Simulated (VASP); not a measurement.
Given:

```
AlNi3
1.0
    3.52587     0.00000     0.00000
    0.00000     3.52587     0.00000
    0.00000     0.00000     3.52587
Al Ni
1 3
Direct
  0.00000   0.00000   0.00000
  0.00000   0.50000   0.50000
  0.50000   0.00000   0.50000
  0.50000   0.50000   0.00000
```

All values below come from PBE GGA, VASP's PBE PAW potentials (set 64) (plane waves; VASP 6.6.1). Settings: 300 eV cut-off, 8×8×8 Γ-centred mesh, Fermi-Dirac smearing of 0.10 eV, potentials Al Ni.

At this cut-off the stress carries a Pulay error, which pulls relaxed volumes low. The run has a spin-polarised start.

**Question.** Give the stress tensor in GPa (positive for a compressed cell).

**Answer.** 
```
6.61  0.00  0.00
0.00  6.61  0.00
0.00  0.00  6.61
```
The pressure is its mean diagonal, 6.61 GPa.

The structure comes from a computed database's AlNi3 entry; how it stands against other phases isn't given here. The cell was not relaxed at this level.
